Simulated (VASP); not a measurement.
Method: PBE GGA, VASP's PBE PAW potentials (set 64) (plane waves; VASP).

A VASP calculation is set up with these files.

### KPOINTS
```
Automatic mesh
0
gamma
 10 10 10
```

**INCAR**
```
SYSTEM = Li3Ca
PREC = Accurate
ENCUT = 400
EDIFF = 1E-6
NELM = 100
ALGO = Normal
LREAL = .FALSE.
LASPH = .TRUE.
ISMEAR = -1
SIGMA = 0.1
GGA = PE
LWAVE = .FALSE.
LCHARG = .FALSE.
ISIF = 2
```

### POSCAR
```
Li3Ca
1
    4.6050610000     0.0000000000     0.0000000000
    0.0000000000     4.6050610000     0.0000000000
    0.0000000000     0.0000000000     4.6050610000
Li Ca
3 1
Direct
  0.0000000000   0.5000000000   0.5000000000
  0.5000000000   0.5000000000   0.0000000000
  0.5000000000   0.0000000000   0.5000000000
  0.0000000000   0.0000000000   0.0000000000
```

POTCAR, in this order: Li_sv Ca_sv (PBE.64 set). Program: vasp_std.

Output of the run:

**OUTCAR**
```
 ion  position               nearest neighbor table
   1  0.000  0.500  0.500-
   2  0.500  0.500  0.000-
   3  0.500  0.000  0.500-
   4  0.000  0.000  0.000-
  LATTYP: Found a simple cubic cell.
 ALAT       =     4.6050610000
 Subroutine PRICEL returns:
 Original cell was already a primitive cell.
 Subroutine GETGRP returns: Found 48 space group operations
The static configuration has the point symmetry O_h .
The dynamic configuration has the point symmetry O_h .
 Subroutine INISYM returns: Found 48 space group operations
 Subroutine IBZKPT returns following result:
 Found     56 irreducible k-points:

 Following reciprocal coordinates:
            Coordinates               Weight
  0.000000  0.000000  0.000000      1.000000
  0.100000  0.000000  0.000000      6.000000
  0.200000  0.000000  0.000000      6.000000
  0.300000  0.000000  0.000000      6.000000
  0.400000  0.000000  0.000000      6.000000
  0.500000  0.000000  0.000000      3.000000
  0.100000  0.100000  0.000000     12.000000
  0.200000  0.100000  0.000000     24.000000
  0.300000  0.100000  0.000000     24.000000
  0.400000  0.100000  0.000000     24.000000
  0.500000  0.100000  0.000000     12.000000
  0.200000  0.200000  0.000000     12.000000
  0.300000  0.200000  0.000000     24.000000
  0.400000  0.200000  0.000000     24.000000
  0.500000  0.200000  0.000000     12.000000
  0.300000  0.300000  0.000000     12.000000
  0.400000  0.300000  0.000000     24.000000
  0.500000  0.300000  0.000000     12.000000
  0.400000  0.400000  0.000000     12.000000
  0.500000  0.400000  0.000000     12.000000
  0.500000  0.500000  0.000000      3.000000
  0.100000  0.100000  0.100000      8.000000
  0.200000  0.100000  0.100000     24.000000
  0.300000  0.100000  0.100000     24.000000
  0.400000  0.100000  0.100000     24.000000
  0.500000  0.100000  0.100000     12.000000
  0.200000  0.200000  0.100000     24.000000
  0.300000  0.200000  0.100000     48.000000
  0.400000  0.200000  0.100000     48.000000
  0.500000  0.200000  0.100000     24.000000
  0.300000  0.300000  0.100000     24.000000
  0.400000  0.300000  0.100000     48.000000
  0.500000  0.300000  0.100000     24.000000
  0.400000  0.400000  0.100000     24.000000
  0.500000  0.400000  0.100000     24.000000
  0.500000  0.500000  0.100000      6.000000
  0.200000  0.200000  0.200000      8.000000
  0.300000  0.200000  0.200000     24.000000
  0.400000  0.200000  0.200000     24.000000
  0.500000  0.200000  0.200000     12.000000
   k-points           NKPTS =     56   k-points in BZ     NKDIM =     56   number of bands    NBANDS=     13
   number of dos      NEDOS =    301   number of ions     NIONS =      4
   total plane-waves  NPLWV =  27000
   dimension x,y,z NGX =    30 NGY =   30 NGZ =   30
   dimension x,y,z NGXF=    60 NGYF=   60 NGZF=   60
   ions per type =               3   1
   PREC   = accura    normal or accurate (medium, high low for compatibility)
   ISTART =      0    job   : 0-new  1-cont  2-samecut
   ICHARG =      2    charge: 1-file 2-atom 10-const
   ISPIN  =      1    spin polarized calculation?
   LNONCOLLINEAR =      F non collinear calculations
   LSORBIT =      F    spin-orbit coupling
   INIWAV =      1    electr: 0-lowe 1-rand  2-diag
   ENCUT  =  400.0 eV  29.40 Ry    5.42 a.u.   7.51  7.51  7.51*2*pi/ulx,y,z
   NELM   =    100;   NELMIN=  2; NELMDL= -5     # of ELM steps
   EDIFF  = 0.1E-05   stopping-criterion for ELM
   LREAL  =      F    real-space projection
...
```

**OSZICAR**
```
       N       E                     dE             d eps       ncg     rms          rms(c)
DAV:   1     0.107859648036E+03    0.10786E+03   -0.78786E+03  1464   0.118E+03
DAV:   2     0.616039193677E+01   -0.10170E+03   -0.10057E+03  1611   0.310E+02
DAV:   3    -0.635871338928E+01   -0.12519E+02   -0.12446E+02  2862   0.658E+01
DAV:   4    -0.734699155299E+01   -0.98828E+00   -0.98400E+00  1910   0.273E+01
DAV:   5    -0.745575322346E+01   -0.10876E+00   -0.10875E+00  2399   0.576E+00    0.249E+00
DAV:   6    -0.743156231273E+01    0.24191E-01   -0.28027E-02  2154   0.165E+00    0.145E+00
DAV:   7    -0.741935735179E+01    0.12205E-01   -0.36420E-02  2344   0.140E+00    0.111E-01
DAV:   8    -0.741975122203E+01   -0.39387E-03   -0.27053E-03  2148   0.385E-01    0.528E-02
DAV:   9    -0.741974248716E+01    0.87349E-05   -0.18039E-04  2604   0.765E-02    0.716E-03
DAV:  10    -0.741974239477E+01    0.92391E-07   -0.13843E-05  2230   0.183E-02    0.313E-03
DAV:  11    -0.741974131645E+01    0.10783E-05   -0.76037E-07  1368   0.529E-03    0.167E-03
DAV:  12    -0.741974106240E+01    0.25405E-06   -0.16938E-07   933   0.437E-03
   1 F= -.74197411E+01 E0= -.73687737E+01  d E =-.101935E+00
```

OUTCAR:
```
------------------------ aborting loop because EDIFF is reached ----------------------------------------
  FORCE on cell =-STRESS in cart. coord.  units (eV):
  Direction    XX          YY          ZZ          XY          YZ          ZX
  --------------------------------------------------------------------------------------
  Total       -0.2559328     -0.2559328     -0.2559328     -0.0000000      0.0000000      0.0000000
  in kB       -4.1988505     -4.1988505     -4.1988505     -0.0000000      0.0000000      0.0000000
  external PRESSURE =      -4.1988505 kB  Pullay stress =       0.0000000 kB
  volume of cell :       97.66
      direct lattice vectors                 reciprocal lattice vectors
     4.605061000  0.000000000  0.000000000     0.217152390  0.000000000  0.000000000
     0.000000000  4.605061000  0.000000000     0.000000000  0.217152390  0.000000000
     0.000000000  0.000000000  4.605061000     0.000000000  0.000000000  0.217152390
 POSITION                                       TOTAL-FORCE (eV/Angst)
 -----------------------------------------------------------------------------------
      0.00000      2.30253      2.30253         0.000000      0.000000      0.000000
      2.30253      2.30253      0.00000         0.000000      0.000000      0.000000
      2.30253      0.00000      2.30253         0.000000      0.000000      0.000000
      0.00000      0.00000      0.00000         0.000000      0.000000      0.000000
 -----------------------------------------------------------------------------------
    total drift:                                0.000000      0.000000      0.000000
  FREE ENERGIE OF THE ION-ELECTRON SYSTEM (eV)
  ---------------------------------------------------
  free  energy   TOTEN  =        -7.4197410624 eV

  energy  without entropy=       -7.3178062980  energy(sigma->0) =       -7.36877368
```
(Selected blocks of OUTCAR.)

At this cut-off the stress carries a Pulay error, which pulls relaxed volumes low.

The structure was generated: Li3Ca was put into an ordered model structure, which need not be its known phase. The cell was not relaxed at this level. The electron count is odd and the run is not spin-polarised, which forces a metal.
